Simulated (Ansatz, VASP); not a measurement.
**ThBr4 in two plane-wave programs**

Aim: how closely do two programs agree when they are given the same cell, functional and k mesh? Of the first pair: The structure shown is the end of the Ansatz relaxation below.

Program: Ansatz 0.2.0. Level of theory: plane waves, with VASP 6.6.1 beside it; single point at PBEsol. Results are calculated unless marked as measured.

## Step 1: The structure

Symmetry: I4_1/amd, No. 141, tetragonal system. Conventional cell: a = 8.912 Å, b = 8.912 Å, c = 7.997 Å, α = 90.00°, β = 90.00°, γ = 90.00°. Nearest to Th lie 8 Br at 2.87 to 3.07 Å. Nearest to Br lie 2 Th at 2.87 to 3.07 Å. Farther neighbours and most contacts between anions are not listed.

## Step 2: Ansatz: relaxation, PBEsol

Ansatz runs on its default PAW (the set named soft_2) files.

This run makes the geometry at which the two programs are then compared.

input.yaml reads:

```yaml
crystal:
  lattice:
    - [-4.45711664, 4.45711664, 3.9964916375]
    - [4.45711664, -4.45711664, 3.9964916375]
    - [4.45711664, 4.45711664, -3.9964916375]
  atoms:
    - { symbol: Th, position: [0.0, 0.0, 0.0] }
    - { symbol: Th, position: [0.75, 0.25, 0.5] }
    - { symbol: Br, position: [0.2413303995, 0.9265548429, 0.3147755566] }
    - { symbol: Br, position: [0.6765548429, 0.8617792862, 0.1852244434] }
    - { symbol: Br, position: [0.6117792862, 0.9265548429, 0.6852244434] }
    - { symbol: Br, position: [0.6765548429, 0.4913303995, 0.8147755566] }
    - { symbol: Br, position: [0.5086696005, 0.3234451571, 0.1852244434] }
    - { symbol: Br, position: [0.0734451571, 0.7586696005, 0.6852244434] }
    - { symbol: Br, position: [0.1382207138, 0.3234451571, 0.8147755566] }
    - { symbol: Br, position: [0.0734451571, 0.3882207138, 0.3147755566] }
kpoints:
  mp_grid: { grid: [4, 4, 4] }
hamiltonian:
  xc: pbesol
scf:
  occupations: { method: fixed }
output:
  forces: true
  stress: true
  eigenvalues: true
relax:
  adjacent_minimum: "off"
  f_tol: 0.001
  max_steps: 60
  cell: { stress_tol: 0.01, fix: [volume] }
```

Run with:

```bash
$ ansatz run input.yaml --threads 16 --pin off --max-ram 61440MiB --backend cuda --events-out ev --progress --plain --runs-dir out
```

Numbers of over 12 decimals in the logs are rounded to 6 here.

The program printed:

```text
Engine: ansatz 0.2.0, aarch64-unknown-linux-gnu
Pseudopotentials: kind: paw
Pseudopotential: Th, paw, valence charge 12, recommended cutoff 420 eV (normal), Th.paw.azcp
Pseudopotential: Br, paw, valence charge 7, recommended cutoff 420 eV (normal), Br.paw.azcp
Functional definition: PBEsol
  exchange = pbesol_x
  correlation = pbesol_c
[...]
Crystal: 10 atoms, lattice volume = 317.575 Å³
Basis set: ecut = 420 eV, 6169 PW (Γ), exchange–correlation on 100×100×100 points (8 copies of the dense FFT grid, shifted against one another)
Bands: 50, of which v1, the nominal top of the filled ones, is band 40 counted from 1 (39 counted from 0)
Symmetry: 16 space group operations
Space group: I41/amd (ITA 141), of the structure as read, at distance tolerance 6.8e-5 Å
k-points: 13 of 64
Non-local potential: Th, projectors of the file, l = 0: 3, l = 1: 2, l = 2: 2, l = 3: 3
Non-local potential: Br, projectors of the file, l = 0: 2, l = 1: 2, l = 2: 2
PAW form: soft (Blöchl's): semilocal exchange-correlation on the pseudo side does not see the compensation charge
PAW frozen core: Th, regenerated for the run's functional, and the local potential with it (the file was generated under x = pbe(κ = 0.804, μ = 0.219515), c = pbe(β = 0.066725))
PAW frozen core: Br, regenerated for the run's functional, and the local potential with it (the file was generated under x = pbe(κ = 0.804, μ = 0.219515), c = pbe(β = 0.066725))
PAW one-centre angular grid: Th, 590 points (default); XC on 64 Gauss nodes
PAW one-centre angular grid: Br, 110 points (default); XC on 64 Gauss nodes
Initial density: superposition of atomic densities (neutral atoms: chi_scale 0, normalization atom), corrected by the library's trained network
Initial wavefunctions: pseudopotential atomic-orbital guess
[...]
Functional: x = pbesol(κ = 0.804, μ = 0.123457), c = pbesol(β = 0.046)
SCF iter   1: F=—  HF=-48021.237213 eV  |F-HF|=—  |Δ(HF+E_count)|=         —  Δρ=3.85e-3  dr2=2.76e-2  ethr=1.77e-3  ⟨swp⟩=5.8  Hψ=2545  notcnv=0  defer=54
preconditioner: auto → Resta (q_TF=auto, 2.168 Å⁻¹)  ε∞=4.4  [insulator: Δε(μ)=2.870 eV  Ē_g=9.839 eV  n_scr=54 (ndim 8)  ℏωp=18.2 eV  f_vac=0.041  ε∞_Penn≈4.4]
SCF iter   2: F=—  HF=-48021.252850 eV  |F-HF|=—  |Δ(HF+E_count)|=   1.56e-2  Δρ=2.09e-3  dr2=6.71e-3  ethr=3.44e-5  ⟨swp⟩=3.2  Hψ=1374  notcnv=0  defer=101
[...]
SCF iter   7: F=-48021.260085 eV  HF=-48021.260085 eV  |F-HF|=6.45e-9  |Δ(HF+E_count)|=   5.52e-7  Δρ=1.51e-6  dr2=1.07e-8  ethr=1.25e-10  ⟨swp⟩=14.9  Hψ=3675  notcnv=0
SCF 1 converged in 7 iterations: F = -48021.260085 eV  dr2 = 1.07e-8
  greatest PAW one-centre occupation: 0.979 electrons in one spin orbital (limit 2), on the Th atom at site 1 (counted from 0), in its partial waves of l = 0
relax step   1: F+E_penalty+E_count = -48021.26008504 eV  Δ(F+E_penalty+E_count) = +0.000e0 eV  max|allowed force component| = 2.844e-3 eV/Å  Δτ_max = 0.0000 Å  P = -0.250 GPa  Ω = 317.575 Å³  fix = [volume]  reactions: volume -0.250 GPa  (7 SCF iters, dr2 threshold 1.00e-7 eV, accepted)
[...]
relax step   2: F+E_penalty+E_count = -48021.26010013 eV  Δ(F+E_penalty+E_count) = -1.509e-5 eV  max|allowed force component| = 1.453e-3 eV/Å  Δτ_max = 0.0004 Å  P = -0.258 GPa  Ω = 317.575 Å³  energy of the carried Pulay correction = +2.362e-17 eV  fix = [volume]  reactions: volume -0.258 GPa  (5 SCF iters, dr2 threshold 1.49e-9 eV, accepted)
[...]
relax step   3: F+E_penalty+E_count = -48021.26010250 eV  Δ(F+E_penalty+E_count) = -2.375e-6 eV  max|allowed force component| = 4.656e-4 eV/Å  Δτ_max = 0.0003 Å  P = -0.250 GPa  Ω = 317.575 Å³  energy of the carried Pulay correction = +1.535e-16 eV  fix = [volume]  reactions: volume -0.250 GPa  (5 SCF iters, dr2 threshold 1.32e-10 eV, accepted)
[...]
relax step   4: F+E_penalty+E_count = -48021.26010514 eV  Δ(F+E_penalty+E_count) = -2.636e-6 eV  max|allowed force component| = 4.659e-4 eV/Å  Δτ_max = 0.0000 Å  P = -0.250 GPa  Ω = 317.575 Å³  fix = [volume]  reactions: volume -0.250 GPa  stress off target by 5.44e-4 GPa on what of the cell is left free  SCF on the basis re-selected at this cell (its energy is not comparable with the rows above)  (10 SCF iters)
[...]
SCF converged after 10 iterations
[...]
Internal energy: -48021.260105 eV  (E = F + TS)
E sigma→0 (E₀):  -48021.260105 eV
Fermi energy:    4.499048 eV
--- Per-component energies (eV) ---
  E_band       = -304.520173
  E_kinetic    = 1518.702038
  E_local      = -3034.840065  (includes V_loc(G=0)·N_el)
  E_nonlocal   = 885.891389
  E_hartree    = 851.011547
  E_xc         = -2864.803601
  E_vxc        = -1186.810828  (∫ρ·V_xc dr)
  E_paw        = -41371.202058  (= ΣΔE_a)
  E_vpaw       = -189.485796  (= ΣTr[D̂ρ^β])
  E_aug_tail   = -0.000002  (compensation charges beyond the density's cutoff)
  E_ewald      = -4007.032173
  E_core_change = 1.012820  (= ΣΔE_core)
  E_smearing   = -0.000000  (= −TS)
  E_closure    = 0.000000  (closes the sum)
  Σ components = -48021.260105   (vs F -48021.260105, Δ=0.00e0)
--- Forces (eV/Å), atoms counted from 1 ---
  atom   1  Th    -0.00000000     0.00000000     0.00000000
  atom   2  Th     0.00000000    -0.00000000    -0.00000000
  atom   3  Br     0.00000000     0.00046587    -0.00008549
  atom   4  Br    -0.00046587     0.00000000    -0.00008549
  atom   5  Br     0.00000000    -0.00046587    -0.00008549
  atom   6  Br     0.00046587    -0.00000000    -0.00008549
  atom   7  Br    -0.00000000    -0.00046587     0.00008549
  atom   8  Br    -0.00046587    -0.00000000     0.00008549
  atom   9  Br    -0.00000000     0.00046587     0.00008549
  atom  10  Br     0.00046587    -0.00000000     0.00008549
  max |Σ_I F_I| component: 4.39e-18 eV/Å
--- Stress (GPa, compression-positive) ---
       -0.249608       0.000000       0.000000
        0.000000      -0.249608      -0.000000
        0.000000      -0.000000      -0.250423
  P = ⅓ Tr σ = -0.2499 GPa (-2.499 kbar)
--- Band table (eV; the first three rows and the last of 13) ---
  k-point 0: bands = [... 36 lower, 4.0806, 4.0982, 4.0982, 4.4990, 7.4166, 7.5086, 7.5265, 7.6820, ... 6 higher]
  k-point 1: bands = [... 36 lower, 3.6639, 3.8837, 3.9439, 4.3757, 7.4240, 7.5389, 7.5504, 7.6185, ... 6 higher]
  k-point 2: bands = [... 36 lower, 3.5184, 3.5184, 4.1002, 4.1002, 7.5097, 7.5097, 7.5901, 7.5901, ... 6 higher]
  k-point 12: bands = [... 36 lower, 3.5650, 3.5650, 4.1556, 4.1556, 7.4945, 7.4945, 7.5472, 7.5472, ... 6 higher]
--- Relaxed structure (3 steps of the walk, 3 accepted, 1 SCFs on fresh bases) ---
  F+E_penalty+E_count = -48021.26010514 eV   max|allowed force component| = 4.659e-4 eV/Å   (the final SCF, on the basis selected at the relaxed cell)
  cell:  # Å, volume = 317.5754 Å³
    - [-4.456062, 4.456062, 3.998384]
    - [4.456062, -4.456062, 3.998384]
    - [4.456062, 4.456062, -3.998384]
  atoms:
    - { symbol: Th, position: [0, 0, 0] }
    - { symbol: Th, position: [0.750000, 0.250000, 0.500000] }
    - { symbol: Br, position: [0.241342, 0.926551, 0.314791] }
    - { symbol: Br, position: [0.676551, 0.861760, 0.185209] }
    - { symbol: Br, position: [0.611760, 0.926551, 0.685209] }
    - { symbol: Br, position: [0.676551, 0.491342, 0.814791] }
    - { symbol: Br, position: [0.508658, 0.323449, 0.185209] }
    - { symbol: Br, position: [0.073449, 0.758658, 0.685209] }
    - { symbol: Br, position: [0.138240, 0.323449, 0.814791] }
    - { symbol: Br, position: [0.073449, 0.388240, 0.314791] }
```

Reading the cycles: dr2 is the Hartree energy of the density residual (eV), the measure of convergence; HF is the Harris–Foulkes estimate of the energy, which meets the free energy F at convergence.

## Step 3: VASP: single point, PBEsol, relaxed cell, pair 1

The same cell, functional and mesh now go to VASP, with its own data sets.

Lines of VASP's logs that name or quote its potential files are left out, and so is its time.

INCAR reads:

```
SYSTEM = ThBr4
PREC = Accurate
ENCUT = 500
EDIFF = 1E-06
NELM = 200
ISMEAR = 0
SIGMA = 0.01
LREAL = .FALSE.
ALGO = Normal
GGA = PS
NBANDS = 50
LASPH = .TRUE.
LORBIT = 11
LWAVE = .FALSE.
LCHARG = .FALSE.
ISIF = 2
GGA_COMPAT = .FALSE.
EFERMI = MIDGAP
LMAXMIX = 6
KPAR = 2
```

POSCAR reads:

```
ThBr4
1.0
   -4.4560615455      4.4560615455      3.9983844191
    4.4560615455     -4.4560615455      3.9983844191
    4.4560615455      4.4560615455     -3.9983844191
Th Br
2 8
Direct
    0.0000000000      0.0000000000      0.0000000000
    0.7500000000      0.2500000000      0.5000000000
    0.2413422061      0.9265510438      0.3147911624
    0.6765510438      0.8617598814      0.1852088376
    0.6117598814      0.9265510438      0.6852088376
    0.6765510438      0.4913422061      0.8147911624
    0.5086577939      0.3234489562      0.1852088376
    0.0734489562      0.7586577939      0.6852088376
    0.1382401186      0.3234489562      0.8147911624
    0.0734489562      0.3882401186      0.3147911624
```

KPOINTS reads:

```
Automatic mesh
0
Gamma
4 4 4
0 0 0
```

The projector-augmented-wave data sets are Th and Br (PBE family, release 64).

Run with:

```bash
$ mpirun -np 2 vasp_std
```

The program printed:

```text
[banner, memory and clock lines left out]
running    2 mpi-ranks, on    1 nodes
 distrk:  each k-point on    1 cores,    2 groups
 distr:  one band on    1 cores,    1 groups

 POSCAR found type information on POSCAR ThBr
 POSCAR found :  2 types and      10 ions
|                                                                             |
|               ----> ADVICE to this user running VASP <----                  |
|                                                                             |
|     You enforced a specific xc type in the INCAR file but a different       |
|     [... a line on the potential file left out ...]
|     I HOPE YOU KNOW WHAT YOU ARE DOING!                                     |
|                                                                             |

 LDA part: xc-table for (Slater+PW92), standard interpolation
 POSCAR, INCAR and KPOINTS ok, starting setup
 FFT: planning ... GRIDC
 FFT: planning ... GRID_SOFT
 FFT: planning ... GRID
 WAVECAR not read
 entering main loop
       N       E                     dE             d eps       ncg     rms          rms(c)
DAV:   1     0.758535681990E+03    0.75854E+03   -0.31937E+04  1300   0.136E+03
DAV:   2     0.619393080710E+02   -0.69660E+03   -0.68286E+03  1846   0.287E+02
DAV:   3    -0.471428373628E+02   -0.10908E+03   -0.10786E+03  1810   0.118E+02
DAV:   4    -0.507004916097E+02   -0.35577E+01   -0.35465E+01  1800   0.239E+01
DAV:   5    -0.508705415663E+02   -0.17005E+00   -0.16998E+00  2264   0.429E+00    0.455E+01
DAV:   6    -0.482465548229E+02    0.26240E+01   -0.70828E+00  1874   0.108E+01    0.328E+01
DAV:   7    -0.486689493302E+02   -0.42239E+00   -0.97111E+00  1976   0.111E+01    0.105E+01
DAV:   8    -0.485737740998E+02    0.95175E-01   -0.10306E+01  1824   0.140E+01    0.233E+00
DAV:   9    -0.482411847504E+02    0.33259E+00   -0.23411E+00  1716   0.614E+00    0.198E+00
DAV:  10    -0.482407103622E+02    0.47439E-03   -0.12229E-01  1792   0.155E+00    0.242E+00
DAV:  11    -0.482397835980E+02    0.92676E-03   -0.84553E-03  1932   0.332E-01    0.630E-01
DAV:  12    -0.482387906947E+02    0.99290E-03   -0.47994E-03  1904   0.253E-01    0.713E-01
DAV:  13    -0.482388807049E+02   -0.90010E-04   -0.73560E-04  2012   0.103E-01    0.603E-02
DAV:  14    -0.482388449622E+02    0.35743E-04   -0.31008E-04  1840   0.658E-02    0.253E-02
DAV:  15    -0.482388457398E+02   -0.77760E-06   -0.39739E-05  1886   0.279E-02    0.395E-02
DAV:  16    -0.482388451870E+02    0.55288E-06   -0.53447E-06  1576   0.100E-02
   1 F= -.48238845E+02 E0= -.48238845E+02  d E =0.000000E+00
```

OUTCAR, selected parts (step 3):

```text
ion  position               nearest neighbor table
   1  0.000  0.000  0.000-   3 2.87   8 2.87   5 2.87  10 2.87   9 3.07   4 3.07   7 3.07   6 3.07

  LATTYP: Found a body centered tetragonal cell.
 ALAT       =     8.9121230910
 C/A-ratio  =     0.8972911120

 Subroutine GETGRP returns: Found 16 space group operations
 (whereof  8 operations were pure point group operations)

The static configuration has the point symmetry D_2d.
 The point group associated with its full space group is D_4h.

 Found     13 irreducible k-points:

   k-points           NKPTS =     13   k-points in BZ     NKDIM =     13   number of bands    NBANDS=     50

   dimension x,y,z NGX =    54 NGY =   54 NGZ =   54
   dimension x,y,z NGXF=   108 NGYF=  108 NGZF=  108

   ENCUT  =  500.0 eV  36.75 Ry    6.06 a.u.  13.61 13.61 13.61*2*pi/ulx,y,z

   NELECT =      80.0000    total number of electrons

 k-points in reciprocal lattice and weights: Automatic mesh
   0.00000000  0.00000000  0.00000000       0.016
   0.25000000  0.00000000  0.00000000       0.125
   0.50000000  0.00000000  0.00000000       0.062
   0.25000000  0.25000000  0.00000000       0.125
   0.50000000  0.25000000 -0.00000000       0.250
  -0.25000000  0.25000000  0.00000000       0.062
   0.50000000  0.50000000  0.00000000       0.031
   0.25000000  0.25000000  0.25000000       0.031
  -0.25000000  0.25000000  0.25000000       0.062
   0.50000000  0.50000000  0.25000000       0.062
  -0.25000000  0.50000000  0.25000000       0.125
  -0.25000000 -0.25000000  0.25000000       0.031
   0.50000000  0.50000000  0.50000000       0.016

 average (electrostatic) potential at core
       1 -63.1561       2 -63.1561       3 -63.1274       4 -63.1274       5 -63.1274
       6 -63.1274       7 -63.1274       8 -63.1274       9 -63.1274      10 -63.1274

 E-fermi :   2.7642

 k-point     1 :       0.0000    0.0000    0.0000
  band No.  band energies     occupation
    ...
     36       0.4438      2.00000
     37       0.8641      2.00000
     38       0.8828      2.00000
     39       0.8828      2.00000
     40       1.2817      2.00000
     41       4.2619      0.00000
     42       4.3821      0.00000
     43       4.4008      0.00000
     44       4.5121      0.00000
     45       4.5121      0.00000
    ...

 k-point     2 :       0.2500    0.0000    0.0000
  band No.  band energies     occupation
    ...
     36       0.5565      2.00000
     37       0.5993      2.00000
     38       0.7908      2.00000
     39       0.8248      2.00000
     40       0.9626      2.00000
     41       4.3070      0.00000
     42       4.3752      0.00000
     43       4.3932      0.00000
     44       4.4321      0.00000
     45       4.5281      0.00000
    ...

 k-point     3 :       0.5000    0.0000    0.0000
  band No.  band energies     occupation
    ...
     36       0.5690      2.00000
     37       0.6152      2.00000
     38       0.6172      2.00000
     39       0.6800      2.00000
     40       0.7667      2.00000
     41       4.3483      0.00000
     42       4.3563      0.00000
     43       4.3834      0.00000
     44       4.4208      0.00000
     45       4.5182      0.00000
    ...

  Total       -0.3368487     -0.3368487     -0.3969974      0.0000000      0.0000000      0.0000000
  in kB       -1.6994115     -1.6994115     -2.0028637      0.0000000      0.0000000      0.0000000
  external PRESSURE =      -1.8005622 kB  Pullay stress =       0.0000000 kB

  energy-cutoff  :      500.00
  volume of cell :      317.58
      direct lattice vectors                 reciprocal lattice vectors
    -4.456061545  4.456061545  3.998384419     0.000000000  0.112206709  0.125050507
     4.456061545 -4.456061545  3.998384419     0.112206709  0.000000000  0.125050507
     4.456061545  4.456061545 -3.998384419     0.112206709  0.112206709  0.000000000

 POSITION                                       TOTAL-FORCE (eV/Angst)
 -----------------------------------------------------------------------------------
      0.00000      0.00000      0.00000         0.000000     -0.000000     -0.000000
     -0.00000      4.45606      1.99919         0.000000     -0.000000     -0.000000
      4.45606     -1.65060      3.41103         0.000000      0.012319     -0.009504
      1.65060      0.00000      5.41022        -0.012319     -0.000000     -0.009504
      4.45606      1.65060      3.41103         0.000000     -0.012319     -0.009504
      2.80546      4.45606      1.41184         0.012319     -0.000000     -0.009504
     -0.00000      1.65060      2.58655         0.000000     -0.012319      0.009504
      6.10667     -0.00000      0.58735        -0.012319     -0.000000      0.009504
      4.45606      2.80546     -1.41184         0.000000      0.012319      0.009504
      2.80546     -0.00000      0.58735         0.012319     -0.000000      0.009504
 -----------------------------------------------------------------------------------
    total drift:                               -0.000000     -0.000000      0.000000

  FREE ENERGIE OF THE ION-ELECTRON SYSTEM (eV)
  ---------------------------------------------------
  free  energy   TOTEN  =       -48.2388451870 eV

  energy  without entropy=      -48.2388451870  energy(sigma->0) =      -48.23884519

 total charge
# of ion       s       p       d       f       tot
--------------------------------------------------
    1        2.104   5.840   0.813   0.447   9.203
    2        2.104   5.840   0.813   0.447   9.203
    3        1.607   3.248   0.016   0.000   4.871
    4        1.607   3.248   0.016   0.000   4.871
    5        1.607   3.248   0.016   0.000   4.871
    6        1.607   3.248   0.016   0.000   4.871
    7        1.607   3.248   0.016   0.000   4.871
    8        1.607   3.248   0.016   0.000   4.871
    9        1.607   3.248   0.016   0.000   4.871
   10        1.607   3.248   0.016   0.000   4.871
--------------------------------------------------
tot         17.063  37.667   1.750   0.894  57.374

[... 3 further parts left out ...]
```

The run ends at a pressure of -0.18 GPa, with forces up to 0.016 eV/Å.

## Step 4: Comparison

Known differences besides the potentials themselves: fixed occupations in Ansatz, narrow Gaussian smearing in VASP; the cutoff is 420 eV in Ansatz and 500 eV in VASP; Ansatz makes its cores anew for this functional, VASP keeps those of its PBE data sets; Ansatz's pressure holds a Pulay correction, VASP's none. Total energies have different zeros and are not compared.

Both answers:

```tsv
quantity	Ansatz	VASP	difference
pressure (GPa)	-0.25	-0.18	-0.07
gap on the k mesh (eV)	2.918	2.965	-0.047
```

At this near-relaxed geometry the largest component of a force difference is 12 meV/Å. A gap on the mesh is an upper bound, since the band edges may lie between its points; neither run holds spin-orbit coupling, which can move the band edges of a compound of Th.

(Part 1 of 2 ends here.)

[Lines on the potential files, build, host, timing and source positions are cut from VASP's logs without a mark.]

[Logs are printed without paths, hosts, clocks, repeated set-up lines and the standing remarks that a program may print on its own settings, such as how far it seeks lower states.]

[Hosts, paths, dates, database ids (printed as entryN), source tags and the programs' standing remarks are cut or masked in the printed files.]
